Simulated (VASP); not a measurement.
# Lu3Si (Pm-3m) in VASP: convergence with SIGMA

Aim: find how far SIGMA must go before the results for Lu3Si settle, at PBE. This setting moves, with any that are tied to it; all else stays.

Everything below comes from runs of VASP 6.6.1. Logs are shortened: lines on timing, memory, paths and dates and some standing lists are left out, and cuts for length are marked.

**1. The crystal as given**

The structure is cubic, space group Pm-3m (No. 221). Conventional cell: a = 4.541 Å, b = 4.541 Å, c = 4.541 Å, α = 90.00°, β = 90.00°, γ = 90.00°. Lu (site symmetry 4/mmm) has 8 Lu at 3.21 Å and 4 Si at 3.21 Å as nearest neighbours. Around Si (site symmetry m-3m) lie 12 Lu at 3.21 Å.

The cell comes from a database or a generator and needn't be the stable form of this composition.

**2. With SIGMA 0.3 eV**

The input, INCAR:

```
SYSTEM = Lu3Si
PREC = Accurate
ENCUT = 500
EDIFF = 1E-6
ISMEAR = -1
SIGMA = 0.3
LREAL = .FALSE.
LASPH = .TRUE.
NELM = 60
ALGO = Normal
ISIF = 2
LWAVE = .FALSE.
LCHARG = .FALSE.
GGA = PE
```

The input, KPOINTS:

```
regular mesh
0
G
  6 6 6
  0 0 0
```

The input, POSCAR:

```
Lu3Si
1.0
    4.5414190000      0.0000000000      0.0000000000
    0.0000000000      4.5414190000      0.0000000000
    0.0000000000      0.0000000000      4.5414190000
Lu Si
3 1
Direct
    0.5000000000      0.5000000000      0.0000000000
    0.5000000000      0.0000000000      0.5000000000
    0.0000000000      0.5000000000      0.5000000000
    0.0000000000      0.0000000000      0.0000000000
```

Potentials or basis: VASP PAW PBE potentials, release 64 (Lu, Si).

On the command line:

```sh
$ cat potpaw_PBE.64/Lu/POTCAR potpaw_PBE.64/Si/POTCAR > POTCAR
$ mpirun -np 1 vasp_std > vasp.out
```

OUTCAR:

```text
SYSTEM = Lu3Si
   PREC = Accurate
   ENCUT = 500
   EDIFF = 1E-6
   ISMEAR = -1
   LREAL = .FALSE.
   LASPH = .TRUE.
   NELM = 60
   ISIF = 2
   GGA = PE

 Found     20 irreducible k-points:

 Following reciprocal coordinates:
            Coordinates               Weight
  0.000000  0.000000  0.000000      1.000000
  0.166667  0.000000  0.000000      6.000000
  0.333333  0.000000  0.000000      6.000000
  0.500000  0.000000  0.000000      3.000000
  0.166667  0.166667  0.000000     12.000000
  0.333333  0.166667  0.000000     24.000000
   k-points           NKPTS =     20   k-points in BZ     NKDIM =     20   number of bands    NBANDS=     47
   number of dos      NEDOS =    301   number of ions     NIONS =      4
   total plane-waves  NPLWV =  46656
   dimension x,y,z NGX =    36 NGY =   36 NGZ =   36
   dimension x,y,z NGXF=    72 NGYF=   72 NGZF=   72
   ions per type =               3   1
   NGX,Y,Z   is equivalent  to a cutoff of  13.18, 13.18, 13.18 a.u.
   NGXF,Y,Z  is equivalent  to a cutoff of  26.36, 26.36, 26.36 a.u.
 SYSTEM =  Lu3Si
   PREC   = accura    normal or accurate (medium, high low for compatibility)
   ISTART =      0    job   : 0-new  1-cont  2-samecut
   ICHARG =      2    charge: 1-file 2-atom 10-const
   ISPIN  =      1    spin polarized calculation?
   LNONCOLLINEAR =      F non collinear calculations
   LSORBIT =      F    spin-orbit coupling
   LASPH  =      T    aspherical Exc in radial PAW
   ENCUT  =  500.0 eV  36.75 Ry    6.06 a.u.   8.28  8.28  8.28*2*pi/ulx,y,z
   NELM   =     60;   NELMIN=  2; NELMDL= -5     # of ELM steps
   EDIFF  = 0.1E-05   stopping-criterion for ELM
   LREAL  =      F    real-space projection
   EDIFFG = 0.1E-04   stopping-criterion for IOM
   NSW    =      0    number of steps for IOM
   IBRION =     -1    ionic relax: 0-MD 1-quasi-New 2-CG
   NFREE  =      0    steps in history (QN), initial steepest desc. (CG)
   ISIF   =      2    stress and relaxation
   ISYM   =      2    0-nonsym 1-usesym 2-fastsym
   POTIM  = 0.5000    time-step for ionic-motion
   TEBEG  =    0.0;   TEEND  =   0.0 temperature during run
   PSTRESS=    0.0 pullay stress
   NELECT =      79.0000    total number of electrons
   NUPDOWN=      -1.0000    fix difference up-down
   EMIN   =  10.00;   EMAX   =-10.00  energy-range for DOS
   EFERMI =   0.00;   METHOD = LEGACY
   ISMEAR =    -1;   SIGMA  =   0.30  broadening in eV -4-tet -1-fermi 0-gaus
   EFERMI_NEDOS =   21; number of points for ismear=-14 and -15
   IALGO  =     38    algorithm
   IMIX   =      4    mixing-type and parameters
     AMIX     =   0.40;   BMIX     =  1.00
     AMIX_MAG =   1.60;   BMIX_MAG =  1.00
  volume/ion in A,a.u.               =      23.42       158.02
  Fermi-wavevector in a.u.,A,eV,Ry     =   1.546770  2.922971 32.551886  2.392496
  Thomas-Fermi vector in A             =   2.651958
   LORBIT       =      0    0 simple, 1 ext, 2 COOP (PROOUT), +10 PAW based schemes
   GGA     = PE    functional components
   LHFCALC =     F    Hartree Fock is set to
   AEXX    =    0.0000 exact exchange contribution
   IVDW    =     0    specifies the selected vdW correction
   LEPSILON=     F    determine dielectric tensor
   LRPA    =     F    only Hartree local field effects (RPA)
 non-spin polarized calculation
  energy-cutoff  :      500.00
  volume of cell :       93.66
 maximum number of plane-waves:      2408
 NGX is ok and might be reduce to    36
   NGX = 17   NGY = 17   NGZ = 17

 number of electron      79.0000036 magnetization

 Free energy of the ion-electron system (eV)
  ---------------------------------------------------
  ext. energy  EPLUGINS =         0.00000000
  ---------------------------------------------------
  free energy    TOTEN  =       -20.45766357 eV

  energy without entropy =      -19.41120229  energy(sigma->0) =      -19.93443293

 E-fermi :   3.7740     XC(G=0): -11.1576

 val. band max:        3.6091170899   @ k =   0.3333   0.0000   0.0000
 cond. band min:       3.7865814379   @ k =   0.5000   0.3333   0.1667
 fundamental gap:      0.1774643479
 Fermi energy:         3.7740460412

 k-point     1 :       0.0000    0.0000    0.0000
  band No.  band energies     occupation
      1     -52.3660      2.00000
      2     -52.2878      2.00000
      3     -52.2878      2.00000
      4     -23.3637      2.00000
      5     -23.3637      2.00000
      6     -23.3637      2.00000
[... 39 lines left out ...]
     46       7.3436      0.00001
     47       7.3436      0.00001

 k-point     2 :       0.1667    0.0000    0.0000
  band No.  band energies     occupation
      1     -52.3613      2.00000
      2     -52.2924      2.00000
      3     -52.2877      2.00000
      4     -23.3390      2.00000
      5     -23.3390      2.00000
      6     -23.3266      2.00000
[... 39 lines left out ...]
     46       7.6336      0.00001
     47       7.6336      0.00001

 k-point     3 :       0.3333    0.0000    0.0000
  band No.  band energies     occupation
      1     -52.3494      2.00000
      2     -52.3043      2.00000
      3     -52.2877      2.00000
      4     -23.2791      2.00000
      5     -23.2791      2.00000
      6     -23.2223      2.00000
[... 39 lines left out ...]
     46       7.6062      0.00001
     47       7.6159      0.00001

 k-point     4 :       0.5000    0.0000    0.0000
  band No.  band energies     occupation
      1     -52.3399      2.00000
      2     -52.3138      2.00000
      3     -52.2876      2.00000
      4     -23.2388      2.00000
      5     -23.2388      2.00000
      6     -23.1055      2.00000
[... 39 lines left out ...]
     46       6.8576      0.00007
     47       7.0545      0.00004

 k-point     5 :       0.1667    0.1667    0.0000
  band No.  band energies     occupation
      1     -52.3570      2.00000
      2     -52.2943      2.00000
      3     -52.2902      2.00000
      4     -23.3547      2.00000
      5     -23.3138      2.00000
      6     -23.2590      2.00000
[... 39 lines left out ...]
     46       7.6363      0.00001
     47       7.8549      0.00000

 k-point     6 :       0.3333    0.1667    0.0000
  band No.  band energies     occupation
      1     -52.3456      2.00000
      2     -52.3046      2.00000
      3     -52.2911      2.00000
      4     -23.3168      2.00000
      5     -23.2518      2.00000
      6     -23.1681      2.00000
[... 39 lines left out ...]
     46       7.2513      0.00002
     47       7.8690      0.00000

 [... further k-points ...]

------------------------ aborting loop because EDIFF is reached ----------------------------------------

  FORCE on cell =-STRESS in cart. coord.  units (eV):
  Direction    XX          YY          ZZ          XY          YZ          ZX
  --------------------------------------------------------------------------------------
  -------------------------------------------------------------------------------------
  Total        0.1932662      0.1932662      0.1932662     -0.0000000      0.0000000     -0.0000000
  in kB        3.3059160      3.3059160      3.3059160     -0.0000000      0.0000000     -0.0000000
  external PRESSURE =       3.3059160 kB  Pullay stress =       0.0000000 kB

 VOLUME and BASIS-vectors are now :
 -----------------------------------------------------------------------------
  energy-cutoff  :      500.00
  volume of cell :       93.66
      direct lattice vectors                 reciprocal lattice vectors
     4.541419000  0.000000000  0.000000000     0.220195494  0.000000000  0.000000000
     0.000000000  4.541419000  0.000000000     0.000000000  0.220195494  0.000000000
     0.000000000  0.000000000  4.541419000     0.000000000  0.000000000  0.220195494

 POSITION                                       TOTAL-FORCE (eV/Angst)
 -----------------------------------------------------------------------------------
      2.27071      2.27071      0.00000         0.000000      0.000000      0.000000
      2.27071      0.00000      2.27071         0.000000      0.000000      0.000000
      0.00000      2.27071      2.27071         0.000000      0.000000      0.000000
      0.00000      0.00000      0.00000         0.000000      0.000000      0.000000
 -----------------------------------------------------------------------------------
    total drift:                                0.000000      0.000000      0.000000

  FREE ENERGIE OF THE ION-ELECTRON SYSTEM (eV)
  ---------------------------------------------------
  free  energy   TOTEN  =       -20.4576635709 eV

  energy  without entropy=      -19.4112022865  energy(sigma->0) =      -19.93443293
```

Wall time 91 s (1 thread of Intel Xeon Platinum 8175M at 2.50GHz (Skylake/Cascade Lake), shared host); peak memory 0.24 GiB.

What came out:

```yaml
Free_energy: -20.4577 eV
Pressure: 0.3 GPa
Band_gap_on_the_k_mesh: none (metal or under the smearing width)
```

**3. With SIGMA 0.2 eV**

INCAR: that of step 2 with these lines changed.

```diff
@@ -5,3 +5,3 @@
 ISMEAR = -1
-SIGMA = 0.3
+SIGMA = 0.2
 LREAL = .FALSE.
```

KPOINTS is that of step 2.

POSCAR is that of step 2.

Potentials or basis: VASP PAW PBE potentials, release 64 (Lu, Si).

On the command line:

```sh
$ cat potpaw_PBE.64/Lu/POTCAR potpaw_PBE.64/Si/POTCAR > POTCAR
$ mpirun -np 1 vasp_std > vasp.out
```

Run time: 89 s. Hardware: 1 thread of Intel Xeon Platinum 8175M at 2.50GHz (Skylake/Cascade Lake), shared host; peak memory 0.24 GiB.

Results:

```
Free energy            : -20.1570 eV
Pressure               : -0.1 GPa
Band gap on the k mesh : none (metal or under the smearing width)
```

**4. With SIGMA 0.15 eV**

INCAR: that of step 3 with these lines changed.

```diff
@@ -5,3 +5,3 @@
 ISMEAR = -1
-SIGMA = 0.2
+SIGMA = 0.15
 LREAL = .FALSE.
```

KPOINTS is that of step 3.

POSCAR is that of step 3.

On the command line:

```sh
$ cat potpaw_PBE.64/Lu/POTCAR potpaw_PBE.64/Si/POTCAR > POTCAR
$ mpirun -np 1 vasp_std > vasp.out
```

Run time: 90 s. Hardware: 1 thread of Intel Xeon Platinum 8175M at 2.50GHz (Skylake/Cascade Lake), shared host; peak memory 0.24 GiB.

What came out:

| Quantity | Value |
| --- | --- |
| Free energy | -20.0444 eV |
| Pressure | -0.3 GPa |
| Band gap on the k mesh | none (metal or under the smearing width) |

**5. With SIGMA 0.1 eV**

INCAR: that of step 4 with these lines changed.

```diff
@@ -5,3 +5,3 @@
 ISMEAR = -1
-SIGMA = 0.15
+SIGMA = 0.1
 LREAL = .FALSE.
```

KPOINTS is that of step 4.

POSCAR is that of step 4.

On the command line:

```sh
$ cat potpaw_PBE.64/Lu/POTCAR potpaw_PBE.64/Si/POTCAR > POTCAR
$ mpirun -np 1 vasp_std > vasp.out
```

Run time: 93 s. Hardware: 1 thread of Intel Xeon Platinum 8175M at 2.50GHz (Skylake/Cascade Lake), shared host; peak memory 0.24 GiB.

What came out:

```
Free energy            : -19.9590 eV
Pressure               : -0.5 GPa
Band gap on the k mesh : none (metal or under the smearing width)
```

**6. With SIGMA 0.05 eV**

INCAR: that of step 5 with these lines changed.

```diff
@@ -5,3 +5,3 @@
 ISMEAR = -1
-SIGMA = 0.1
+SIGMA = 0.05
 LREAL = .FALSE.
```

KPOINTS is that of step 5.

POSCAR is that of step 5.

Potentials or basis: VASP PAW PBE potentials, release 64 (Lu, Si).

On the command line:

```sh
$ cat potpaw_PBE.64/Lu/POTCAR potpaw_PBE.64/Si/POTCAR > POTCAR
$ mpirun -np 1 vasp_std > vasp.out
```

Run time: 97 s. Hardware: 1 thread of Intel Xeon Platinum 8175M at 2.50GHz (Skylake/Cascade Lake), shared host; peak memory 0.24 GiB.

Results:

```yaml
Free_energy: -19.8992 eV
Pressure: -0.6 GPa
Band_gap_on_the_k_mesh: none (metal or under the smearing width)
```

**7. With SIGMA 0.02 eV**

INCAR: that of step 6 with these lines changed.

```diff
@@ -5,3 +5,3 @@
 ISMEAR = -1
-SIGMA = 0.05
+SIGMA = 0.02
 LREAL = .FALSE.
```

KPOINTS is that of step 6.

POSCAR is that of step 6.

On the command line:

```sh
$ cat potpaw_PBE.64/Lu/POTCAR potpaw_PBE.64/Si/POTCAR > POTCAR
$ mpirun -np 1 vasp_std > vasp.out
```

Run time: 1.7 min. Hardware: 1 thread of Intel Xeon Platinum 8175M at 2.50GHz (Skylake/Cascade Lake), shared host; peak memory 0.24 GiB.

Results:

```yaml
Free_energy: -19.8741 eV
Pressure: -0.7 GPa
Band_gap_on_the_k_mesh: none (metal or under the smearing width)
```

**8. With SIGMA 0.01 eV**

INCAR: that of step 7 with these lines changed.

```diff
@@ -5,3 +5,3 @@
 ISMEAR = -1
-SIGMA = 0.02
+SIGMA = 0.01
 LREAL = .FALSE.
```

KPOINTS is that of step 7.

POSCAR is that of step 7.

On the command line:

```sh
$ cat potpaw_PBE.64/Lu/POTCAR potpaw_PBE.64/Si/POTCAR > POTCAR
$ mpirun -np 1 vasp_std > vasp.out
```

Wall time 91 s (1 thread of Intel Xeon Platinum 8175M at 2.50GHz (Skylake/Cascade Lake), shared host); peak memory 0.24 GiB.

The run converged. Its results:

```
Free energy            : -19.8683 eV
Pressure               : -0.7 GPa
Band gap on the k mesh : none (metal or under the smearing width)
```

**9. Summary**

```tsv
SIGMA	energy less the tightest run, at zero smearing (meV/atom)	pressure (GPa)	SCF cycles	CPU time (s)	peak memory (GiB)
0.3 eV	-17.12	0.33	13	90	0.24
0.2 eV	-9.93	-0.12	13	89	0.24
0.15 eV	-7.44	-0.34	13	89	0.24
0.1 eV	-5.27	-0.51	13	92	0.24
0.05 eV	-2.22	-0.60	13	96	0.24
0.02 eV	-0.37	-0.71	13	100	0.24
0.01 eV	0.00	-0.73	13	90	0.24
```

Against the tightest run, the energy stays within 1 meV/atom from 0.02 eV on; the pressure stays within 0.1 GPa from 0.02 eV on. Narrower smearing needs a denser k mesh, so at a fixed mesh the narrowest width isn't the most accurate. The tightest run that finished is the yardstick and may itself not be fully converged.
